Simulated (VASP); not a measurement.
Calculation: PBE GGA, VASP's PBE PAW potentials (set 64) (plane waves; VASP).

The input files of a VASP run:

File KPOINTS:
```
Automatic mesh
0
Gamma
  9 9 9
```

INCAR:
```
SYSTEM=ZnS
PREC=Accurate; ENCUT=400; LREAL=.False.
LASPH=.True.
EDIFF=1E-7; NELM=100; ALGO=Normal
LMAXMIX=4
ISMEAR=-5
GGA=PE
ISIF=2
LWAVE=.False.; LCHARG=.True.; LORBIT=11
NEDOS=601
```

File POSCAR:
```
ZnS
3.8474030
  0.0000000000   0.7071068139   0.7071068139
  0.7071068139   0.0000000000   0.7071068139
  0.7071068139   0.7071068139   0.0000000000
Zn S
1 1
Cartesian
  0.0000000000   0.0000000000   0.0000000000
  0.3535534070   0.3535534070   0.3535534070
```

POTCAR, in this order: Zn S (PBE.64 set). Program: vasp_std.

The resulting files:

File OUTCAR:
```
 ion  position               nearest neighbor table
   1  0.000  0.000  0.000-   2 2.36   2 2.36   2 2.36   2 2.36
   2  0.250  0.250  0.250-   1 2.36   1 2.36   1 2.36   1 2.36
  LATTYP: Found a face centered cubic cell.
 ALAT       =     5.4410497544
 Subroutine PRICEL returns:
 Original cell was already a primitive cell.
 Subroutine GETGRP returns: Found 24 space group operations
The static configuration has the point symmetry T_d .
The dynamic configuration has the point symmetry T_d .
 Subroutine INISYM returns: Found 24 space group operations
 Subroutine IBZKPT returns following result:
 Found     35 irreducible k-points:

 Following reciprocal coordinates:
            Coordinates               Weight
  0.000000  0.000000  0.000000      1.000000
  0.111111  0.000000  0.000000      8.000000
  0.222222  0.000000  0.000000      8.000000
  0.333333  0.000000  0.000000      8.000000
  0.444444  0.000000  0.000000      8.000000
  0.111111  0.111111  0.000000      6.000000
  0.222222  0.111111  0.000000     24.000000
  0.333333  0.111111  0.000000     24.000000
  0.444444  0.111111  0.000000     24.000000
...
```

**OSZICAR**
```
       N       E                     dE             d eps       ncg     rms          rms(c)
DAV:   1     0.798849310877E+02    0.79885E+02   -0.79778E+03   910   0.138E+03
DAV:   2    -0.197655835399E+01   -0.81861E+02   -0.78336E+02  1005   0.252E+02
DAV:   3    -0.721416059487E+01   -0.52376E+01   -0.52152E+01  1140   0.674E+01
DAV:   4    -0.727709542132E+01   -0.62935E-01   -0.62916E-01  1035   0.791E+00
DAV:   5    -0.727807882635E+01   -0.98341E-03   -0.98340E-03  1110   0.976E-01    0.682E+00
DAV:   6    -0.686636716627E+01    0.41171E+00   -0.95294E-01  1340   0.363E+01    0.529E+00
DAV:   7    -0.685104387679E+01    0.15323E-01   -0.33629E-01   955   0.560E+00    0.267E+00
DAV:   8    -0.685054473792E+01    0.49914E-03   -0.55698E-03  1045   0.690E-01    0.774E-01
DAV:   9    -0.685084874461E+01   -0.30401E-03   -0.10796E-03  1033   0.312E-01    0.126E-01
DAV:  10    -0.685099116736E+01   -0.14242E-03   -0.14571E-04  1025   0.128E-01    0.580E-02
DAV:  11    -0.685101465688E+01   -0.23490E-04   -0.35561E-05  1028   0.765E-02    0.847E-03
DAV:  12    -0.685101587796E+01   -0.12211E-05   -0.27378E-06  1043   0.184E-02    0.495E-03
DAV:  13    -0.685101575912E+01    0.11884E-06   -0.28434E-07  1006   0.126E-02    0.475E-04
DAV:  14    -0.685101574356E+01    0.15554E-07   -0.83246E-08   681   0.256E-03
   1 F= -.68510157E+01 E0= -.68510157E+01  d E =0.000000E+00
```

### OUTCAR
```
------------------------ aborting loop because EDIFF is reached ----------------------------------------
  FORCE on cell =-STRESS in cart. coord.  units (eV):
  Direction    XX          YY          ZZ          XY          YZ          ZX
  --------------------------------------------------------------------------------------
  Total        0.0039598      0.0039598      0.0039598      0.0000000      0.0000000      0.0000000
  in kB        0.1575433      0.1575433      0.1575433      0.0000000      0.0000000      0.0000000
  external PRESSURE =       0.1575433 kB  Pullay stress =       0.0000000 kB
  volume of cell :       40.27
      direct lattice vectors                 reciprocal lattice vectors
     0.000000000  2.720524877  2.720524877    -0.183788064  0.183788064  0.183788064
     2.720524877  0.000000000  2.720524877     0.183788064 -0.183788064  0.183788064
     2.720524877  2.720524877  0.000000000     0.183788064  0.183788064 -0.183788064
  FREE ENERGIE OF THE ION-ELECTRON SYSTEM (eV)
  ---------------------------------------------------
  free  energy   TOTEN  =        -6.8510157436 eV

  energy  without entropy=       -6.8510157436  energy(sigma->0) =       -6.85101574

 total charge

# of ion       s       p       d       tot
------------------------------------------
    1        0.514   0.459   9.797  10.770
    2        1.316   2.426   0.000   3.741
--------------------------------------------------
tot          1.830   2.885   9.797  14.512
```
(Selected blocks of OUTCAR.)

File OUTCAR:
```
 val. band max:        1.9185340373   @ k =   0.0000   0.0000   0.0000

 cond. band min:       3.9421334405   @ k =   0.0000   0.0000   0.0000


 Fermi energy:         1.9388923080

 k-point     1 :       0.0000    0.0000    0.0000
  band No.  band energies     occupation
      1     -11.0821      2.00000
      2      -4.3383      2.00000
      3      -4.3383      2.00000
      4      -4.3383      2.00000
      5      -3.8636      2.00000
      6      -3.8636      2.00000
      7       1.9185      2.00000
      8       1.9185      2.00000
      9       1.9185      2.00000
     10       3.9421      0.00000
     11       8.3270      0.00000
     12       8.3270      0.00000
     13       8.3270      0.00000

 k-point     2 :       0.1111    0.0000    0.0000
  band No.  band energies     occupation
      1     -10.9926      2.00000
      2      -4.3366      2.00000
      3      -4.3222      2.00000
      4      -4.3221      2.00000
      5      -3.8649      2.00000
      6      -3.8649      2.00000
      7       0.9957      2.00000
      8       1.8044      2.00000
      9       1.8044      2.00000
     10       4.6509      0.00000
     11       8.2228      0.00000
     12       8.5281      0.00000
     13       8.5281      0.00000

 k-point     3 :       0.2222    0.0000    0.0000
  band No.  band energies     occupation
      1     -10.7513      2.00000
      2      -4.3053      2.00000
      3      -4.2841      2.00000
      4      -4.2841      2.00000
      5      -3.8639      2.00000
      6      -3.8639      2.00000
      7      -0.4973      2.00000
      8       1.5390      2.00000
      9       1.5390      2.00000
     10       5.2867      0.00000
     11       8.5788      0.00000
     12       8.8844      0.00000
     13       8.8844      0.00000

 k-point     4 :       0.3333    0.0000    0.0000
  band No.  band energies     occupation
      1     -10.4462      2.00000
      2      -4.2483      2.00000
      3      -4.2483      2.00000
...
```

The compound is ZnS in the zinc blende structure. It was relaxed first.
